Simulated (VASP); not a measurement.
Method: SCAN meta-GGA, VASP's PBE PAW potentials (set 64) (plane waves; VASP).

VASP input:

POSCAR:
```
Cd
1
    1.4900000000    -2.5807560000     0.0000000000
    1.4900000000     2.5807560000     0.0000000000
    0.0000000000     0.0000000000     5.6200000000
Cd
2
Direct
  0.3333330000   0.6666670000   0.2500000000
  0.6666670000   0.3333330000   0.7500000000
```

**INCAR**
```
SYSTEM = Cd
PREC = Accurate; ENCUT = 520; LREAL = .FALSE.
LASPH = .TRUE.
EDIFF = 1E-6; NELM = 100; ALGO = Normal
LMAXMIX = 4; LMIXTAU = .TRUE.
ISMEAR = 1; SIGMA = 0.1
METAGGA = SCAN
IBRION = 2; NSW = 60; ISIF = 3
EDIFFG = -0.01
LWAVE = .FALSE.; LCHARG = .FALSE.
```

KPOINTS:
```
Automatic mesh
0
Gamma
13 13 6
0 0 0
```

POTCAR, in this order: Cd (PBE.64 set). Program: vasp_std.

**Question.** What does the run give for the energy per atom (σ→0), volume per atom, band gap (on the k-mesh)?

**Answer.** 
| Property | Result |
|---|---|
| energy per atom (σ→0) | -30.407 eV/atom |
| band gap (on the k-mesh) | none (metal, semimetal or under 0.01 eV) |
| volume per atom | 21.31 Å^3/atom |

OSZICAR:
```
...
DAV:   2    -0.608144940863E+02    0.18618E-02   -0.29057E-03  2968   0.721E-01    0.112E-01
DAV:   3    -0.608145526441E+02   -0.58558E-04   -0.34072E-04  2824   0.205E-01    0.638E-02
DAV:   4    -0.608145988391E+02   -0.46195E-04   -0.45314E-04  2832   0.183E-01    0.201E-02
DAV:   5    -0.608146956237E+02   -0.96785E-04   -0.32861E-04  2760   0.155E-01    0.137E-02
DAV:   6    -0.608146993244E+02   -0.37007E-05   -0.37983E-05  2792   0.519E-02    0.417E-03
DAV:   7    -0.608146936520E+02    0.56724E-05   -0.33555E-06  2328   0.172E-02    0.122E-03
DAV:   8    -0.608146938226E+02   -0.17061E-06   -0.56098E-07  1856   0.931E-03
   6 F= -.60814694E+02 E0= -.60814751E+02  d E =-.159668E-04
```

The compound is Cd in the hcp structure. This run relaxes it. Symmetry was kept, so distortions that lower it aren't found.
